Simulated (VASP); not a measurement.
All values below come from PBE GGA, VASP's PBE PAW potentials (set 64) (plane waves; VASP 6.6.1).

A VASP calculation is set up with these files.

INCAR:
```
ALGO  =  Normal
EDIFF  =  1E-6
ENCUT  =  300
GGA  =  PE
ISIF  =  2
ISMEAR  =  0
LASPH  =  .TRUE.
LCHARG  =  .FALSE.
LMAXMIX  =  4
LREAL  =  Auto
LWAVE  =  .FALSE.
NELM  =  100
PREC  =  Accurate
SIGMA  =  0.01
SYSTEM  =  ZnS
```

### KPOINTS
```
Automatic mesh
0
Gamma
7 7 1
0 0 0
```

### POSCAR
```
ZnS
3.807480
  1.0000000000   0.0000000000   0.0000000000
 -0.5000000000   0.8660252976   0.0000000000
  0.0000000000   0.0000000000  11.4500220618
Zn S
14 14
Direct
  0.6666670000   0.3333330000   0.0715000000
  0.3333330000   0.6666670000   0.5715000000
  0.0000000000   0.0000000000   0.6429000000
  0.0000000000   0.0000000000   0.1429000000
  0.3333330000   0.6666670000   0.7857000000
  0.6666670000   0.3333330000   0.2857000000
  0.0000000000   0.0000000000   0.3572000000
  0.0000000000   0.0000000000   0.8572000000
  0.6666670000   0.3333330000   0.9286000000
  0.3333330000   0.6666670000   0.4286000000
  0.3333330000   0.6666670000   0.2143000000
  0.6666670000   0.3333330000   0.7143000000
  0.3333330000   0.6666670000   0.0000000000
  0.6666670000   0.3333330000   0.5000000000
  0.3333330000   0.6666670000   0.4820000000
  0.6666670000   0.3333330000   0.9820000000
  0.3333330000   0.6666670000   0.0536000000
  0.6666670000   0.3333330000   0.5536000000
  0.6666670000   0.3333330000   0.3393000000
  0.3333330000   0.6666670000   0.8393000000
  0.0000000000   0.0000000000   0.4107000000
  0.0000000000   0.0000000000   0.9107000000
  0.6666670000   0.3333330000   0.7678000000
  0.3333330000   0.6666670000   0.2678000000
  0.0000000000   0.0000000000   0.1964000000
  0.0000000000   0.0000000000   0.6964000000
  0.6666670000   0.3333330000   0.1250000000
  0.3333330000   0.6666670000   0.6250000000
```

POTCAR, in this order: Zn S (PBE.64 set). Program: vasp_std.

Output

**OSZICAR**
```
       N       E                     dE             d eps       ncg     rms          rms(c)
DAV:   1     0.185842863472E+04    0.18584E+04   -0.80560E+04  2424   0.137E+03
DAV:   2     0.212791826426E+03   -0.16456E+04   -0.15725E+04  2416   0.369E+02
DAV:   3    -0.822694904361E+02   -0.29506E+03   -0.28725E+03  2655   0.146E+02
DAV:   4    -0.101279187015E+03   -0.19010E+02   -0.18869E+02  2753   0.387E+01
DAV:   5    -0.101691843897E+03   -0.41266E+00   -0.41168E+00  2776   0.580E+00    0.274E+01
DAV:   6    -0.955239807721E+02    0.61679E+01   -0.12246E+01  3529   0.415E+01    0.205E+01
DAV:   7    -0.964982288555E+02   -0.97425E+00   -0.24286E+01  2760   0.101E+01    0.687E+00
DAV:   8    -0.958187455514E+02    0.67948E+00   -0.20568E+00  2992   0.708E+00    0.293E+00
DAV:   9    -0.957402843216E+02    0.78461E-01   -0.84330E-01  3024   0.376E+00    0.851E-01
DAV:  10    -0.957412893644E+02   -0.10050E-02   -0.38765E-02  2928   0.188E+00    0.723E-01
DAV:  11    -0.957417993569E+02   -0.50999E-03   -0.49502E-03  2784   0.243E-01    0.686E-01
DAV:  12    -0.957450197611E+02   -0.32204E-02   -0.90562E-03  3552   0.686E-01    0.366E-01
DAV:  13    -0.957440262124E+02    0.99355E-03   -0.37013E-03  2776   0.424E-01    0.390E-01
DAV:  14    -0.957434533826E+02    0.57283E-03   -0.12297E-03  3552   0.230E-01    0.225E-01
DAV:  15    -0.957434797177E+02   -0.26335E-04   -0.22279E-04  2720   0.546E-02    0.205E-01
DAV:  16    -0.957434478768E+02    0.31841E-04   -0.42801E-06  2376   0.308E-02    0.193E-01
DAV:  17    -0.957432160478E+02    0.23183E-03   -0.26392E-04  3112   0.164E-01    0.111E-01
DAV:  18    -0.957431537228E+02    0.62325E-04   -0.20885E-04  3584   0.564E-02    0.559E-02
DAV:  19    -0.957431518919E+02    0.18309E-05   -0.31413E-05  2816   0.257E-02    0.403E-02
DAV:  20    -0.957431469539E+02    0.49380E-05   -0.38042E-06  2112   0.170E-02    0.336E-02
DAV:  21    -0.957431427528E+02    0.42011E-05   -0.47239E-06  2344   0.298E-02    0.218E-02
DAV:  22    -0.957431395649E+02    0.31878E-05   -0.92020E-06  2792   0.113E-02    0.856E-03
DAV:  23    -0.957431396596E+02   -0.94664E-07   -0.12730E-06  1432   0.102E-02
   1 F= -.95743140E+02 E0= -.95743140E+02  d E =-.158269E-31
```

### OUTCAR
```
------------------------ aborting loop because EDIFF is reached ----------------------------------------
  FORCE on cell =-STRESS in cart. coord.  units (eV):
  Direction    XX          YY          ZZ          XY          YZ          ZX
  --------------------------------------------------------------------------------------
  Total        7.6560069      7.6560050      7.4307173      0.0000000      0.0000000     -0.0000000
  in kB       22.4110964     22.4110909     21.7516161      0.0000000      0.0000000     -0.0000000
  external PRESSURE =      22.1912678 kB  Pullay stress =       0.0000000 kB
  volume of cell :      547.33
      direct lattice vectors                 reciprocal lattice vectors
     3.807480000  0.000000000  0.000000000     0.262640907  0.151635817  0.000000000
    -1.903740000  3.297374000  0.000000000     0.000000000  0.303271634  0.000000000
     0.000000000  0.000000000 43.595730000     0.000000000  0.000000000  0.022938026
  FREE ENERGIE OF THE ION-ELECTRON SYSTEM (eV)
  ---------------------------------------------------
  free  energy   TOTEN  =       -95.7431396596 eV

  energy  without entropy=      -95.7431396596  energy(sigma->0) =      -95.74313966
```
(Selected blocks of OUTCAR.)

At this cut-off the stress carries a Pulay error, which pulls relaxed volumes low.

The structure comes from a computed database's ZnS entry; how it stands against other phases isn't given here. The cell was not relaxed at this level.
